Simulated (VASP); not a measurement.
Input for VASP

**POSCAR**
```
RbBr
1
    0.0000000000     3.4645900000     3.4645900000
    3.4645900000     0.0000000000     3.4645900000
    3.4645900000     3.4645900000     0.0000000000
Rb Br
1 1
Direct
  0.0000000000   0.0000000000   0.0000000000
  0.5000000000   0.5000000000   0.5000000000
```

File KPOINTS:
```
Regular mesh
0
Gamma
  4 4 4
```

**INCAR**
```
SIGMA = 0.01
PREC = Accurate
ALGO = Normal
NELM = 100
LASPH = .True.
LMAXMIX = 4   # l cut-off of mixed one-centre charges
ISMEAR = 0   # Gaussian
LREAL = .False.   # projection in real space or not
SYSTEM = RbBr
EDIFF = 1E-6   # SCF stop (eV)
ENCUT = 300   # plane-wave cut-off (eV)
LWAVE = .False.
ISIF = 2   # forces and stress, cell fixed
LCHARG = .False.
```

POTCAR, in this order: Rb_sv Br (LDA.64 set). Program: vasp_std.

Question: Write an equivalent input for Quantum ESPRESSO's pw.x.

Answer: One equivalent input (not run):
```
&CONTROL
  calculation = 'scf'
  pseudo_dir = './pseudo'
  outdir = './out'
  tprnfor = .true.
  tstress = .true.
/
&SYSTEM
  ibrav = 0
  nat = 2
  ntyp = 2
  ecutwfc = 44
  occupations = 'smearing'
  smearing = 'gaussian'
  degauss = 0.000735
  input_dft = 'pz'
/
&ELECTRONS
  conv_thr = 7.3e-08
  electron_maxstep = 100
/
ATOMIC_SPECIES
  Rb 85.468 Rb.upf
  Br 79.904 Br.upf
CELL_PARAMETERS angstrom
     0.0000000    3.4645900    3.4645900
     3.4645900    0.0000000    3.4645900
     3.4645900    3.4645900    0.0000000
ATOMIC_POSITIONS crystal
  Rb   0.0000000  0.0000000  0.0000000
  Br   0.5000000  0.5000000  0.5000000
K_POINTS automatic
  4 4 4 0 0 0
```
What does not carry over: the potentials are each code's own (VASP's PAW set, PseudoDojo norm-conserving files in pw.x), so ENCUT and ecutwfc are chosen apart and not converted; conv_thr bounds pw.x's estimated SCF error, while EDIFF bounds the energy change between steps.

The structure comes from a computed database's RbBr entry; how it stands against other phases isn't given here. The cell was not relaxed at this level.
